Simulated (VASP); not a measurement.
Input:

```yaml
crystal:
  lattice:
    - [4.86832, -8.43217, 0.00000]
    - [4.86832, 8.43217, 0.00000]
    - [0.00000, 0.00000, 10.55628]
  atoms:
    - { symbol: Ga, position: [0.22232, 0.11102, 0.24844] }
    - { symbol: Ga, position: [0.11073, 0.22233, 0.99962] }
    - { symbol: Ga, position: [0.21987, 0.11093, 0.74883] }
    - { symbol: Ga, position: [0.11174, 0.22433, 0.50107] }
    - { symbol: Ga, position: [0.22265, 0.44449, 0.24973] }
    - { symbol: Ga, position: [0.11130, 0.55580, 0.00107] }
    - { symbol: Ga, position: [0.22115, 0.44497, 0.75150] }
    - { symbol: Ga, position: [0.11165, 0.55668, 0.50006] }
    - { symbol: Ga, position: [0.22250, 0.77809, 0.24953] }
    - { symbol: Ga, position: [0.11097, 0.88852, 0.99953] }
    - { symbol: Ga, position: [0.22247, 0.77836, 0.75055] }
    - { symbol: Ga, position: [0.11395, 0.88993, 0.50110] }
    - { symbol: Ga, position: [0.55551, 0.11090, 0.24838] }
    - { symbol: Ga, position: [0.44414, 0.22146, 0.99638] }
    - { symbol: Ga, position: [0.55766, 0.11085, 0.74883] }
    - { symbol: Ga, position: [0.55389, 0.44070, 0.24571] }
    - { symbol: Ga, position: [0.44407, 0.55598, 0.99865] }
    - { symbol: Ga, position: [0.55817, 0.44941, 0.74910] }
    - { symbol: Ga, position: [0.43751, 0.55159, 0.50428] }
    - { symbol: Ga, position: [0.55486, 0.77622, 0.24937] }
    - { symbol: Ga, position: [0.44436, 0.88854, 0.99956] }
    - { symbol: Ga, position: [0.55605, 0.77923, 0.75040] }
    - { symbol: Ga, position: [0.44281, 0.88985, 0.50107] }
    - { symbol: Ga, position: [0.88892, 0.11109, 0.24998] }
    - { symbol: Ga, position: [0.77845, 0.22239, 0.99965] }
    - { symbol: Ga, position: [0.88885, 0.11104, 0.75011] }
    - { symbol: Ga, position: [0.77914, 0.22442, 0.50115] }
    - { symbol: Ga, position: [0.88881, 0.44450, 0.24974] }
    - { symbol: Ga, position: [0.77876, 0.55606, 0.99870] }
    - { symbol: Ga, position: [0.89041, 0.44496, 0.75150] }
    - { symbol: Ga, position: [0.78092, 0.55190, 0.50424] }
    - { symbol: Ga, position: [0.88844, 0.77645, 0.24939] }
    - { symbol: Ga, position: [0.77779, 0.88890, 0.00065] }
    - { symbol: Ga, position: [0.88993, 0.77936, 0.75044] }
    - { symbol: Ga, position: [0.77752, 0.88832, 0.49957] }
    - { symbol: N, position: [0.20293, 0.10246, 0.43275] }
    - { symbol: N, position: [0.11098, 0.22257, 0.18755] }
    - { symbol: N, position: [0.22070, 0.11043, 0.93822] }
    - { symbol: N, position: [0.11060, 0.22341, 0.68859] }
    - { symbol: N, position: [0.21915, 0.44434, 0.43836] }
    - { symbol: N, position: [0.11138, 0.55577, 0.18901] }
    - { symbol: N, position: [0.22139, 0.44437, 0.93889] }
    - { symbol: N, position: [0.11166, 0.55666, 0.68846] }
    - { symbol: N, position: [0.22259, 0.77839, 0.43823] }
    - { symbol: N, position: [0.11073, 0.88807, 0.18750] }
    - { symbol: N, position: [0.22225, 0.77767, 0.93830] }
    - { symbol: N, position: [0.11151, 0.88929, 0.68838] }
    - { symbol: N, position: [0.56619, 0.10230, 0.43272] }
    - { symbol: N, position: [0.44309, 0.21923, 0.18472] }
    - { symbol: N, position: [0.55656, 0.11046, 0.93824] }
    - { symbol: N, position: [0.44542, 0.22421, 0.71005] }
    - { symbol: N, position: [0.44372, 0.55525, 0.18583] }
    - { symbol: N, position: [0.55623, 0.44563, 0.93867] }
    - { symbol: N, position: [0.44279, 0.55726, 0.69164] }
    - { symbol: N, position: [0.55485, 0.77617, 0.43831] }
    - { symbol: N, position: [0.44421, 0.88791, 0.18749] }
    - { symbol: N, position: [0.55616, 0.77851, 0.93833] }
    - { symbol: N, position: [0.44437, 0.88916, 0.68838] }
    - { symbol: N, position: [0.88854, 0.11050, 0.43847] }
    - { symbol: N, position: [0.77847, 0.22258, 0.18755] }
    - { symbol: N, position: [0.88875, 0.11074, 0.93821] }
    - { symbol: N, position: [0.77938, 0.22334, 0.68866] }
    - { symbol: N, position: [0.89182, 0.44439, 0.43836] }
    - { symbol: N, position: [0.77865, 0.55544, 0.18586] }
    - { symbol: N, position: [0.88975, 0.44443, 0.93892] }
    - { symbol: N, position: [0.78133, 0.55742, 0.69158] }
    - { symbol: N, position: [0.88831, 0.77647, 0.43830] }
    - { symbol: N, position: [0.77768, 0.88849, 0.18911] }
    - { symbol: N, position: [0.88912, 0.77854, 0.93837] }
    - { symbol: N, position: [0.77786, 0.88912, 0.68783] }
    - { symbol: C, position: [0.56554, 0.46437, 0.43307] }
```

All values below come from HSE06 screened hybrid, VASP's PBE PAW potentials (set 64) (plane waves; VASP). Settings: PREC = Normal, LREAL = Auto, ISYM = 0, EDIFF = 1E-5, 400 eV cut-off, 1×1×1 Γ-centred mesh, Gaussian smearing of 0.050 eV, potentials Ga N C. Starting moments (MAGMOM): 71*0.0282. The cell's moment is fixed (NUPDOWN = 2).

The supercell is sampled at Γ alone, which is coarse: total energies, pressure and levels can be off, energies of defects by several tenths of an eV.

Task: Estimate the cell moment, energy per atom (σ→0).

Result: 
- cell moment = 2.00 μB
- energy per atom (σ→0) = -7.253 eV/atom

Task: Give the moment on each site (PAW-sphere projection).

Result: 
```tsv
site	moment (μB)
Ga1	-0.01
Ga2	0.00
Ga3	-0.01
Ga4	-0.01
Ga5	0.00
Ga6	0.00
Ga7	0.00
Ga8	0.00
Ga9	0.00
Ga10	0.00
Ga11	0.00
Ga12	-0.01
Ga13	-0.01
Ga14	-0.01
Ga15	-0.01
Ga16	0.00
Ga17	0.00
Ga18	-0.01
Ga19	0.00
Ga20	0.00
Ga21	0.00
Ga22	0.00
Ga23	-0.01
Ga24	0.00
Ga25	0.00
Ga26	0.00
Ga27	-0.01
Ga28	0.00
Ga29	0.00
Ga30	0.00
Ga31	0.00
Ga32	0.00
Ga33	0.00
Ga34	0.00
Ga35	0.00
N36	0.46
N37	0.01
N38	0.03
N39	0.00
N40	0.00
N41	0.00
N42	0.00
N43	0.00
N44	0.00
N45	0.01
N46	0.00
N47	0.00
N48	0.46
N49	0.01
N50	0.03
N51	0.53
N52	0.00
N53	0.03
N54	0.00
N55	0.05
N56	0.01
N57	0.00
N58	0.00
N59	0.07
N60	0.01
N61	0.00
N62	0.00
N63	0.00
N64	0.00
N65	0.00
N66	0.00
N67	0.05
N68	0.00
N69	0.00
N70	0.00
C71	-0.13
```

Total energies compare only between runs with the same potentials, cut-off and functional.

The cell is a supercell with a defect, built from GaN (wurtzite): C_N-vac_Ga. The cell's shape comes from a PBE relaxation.
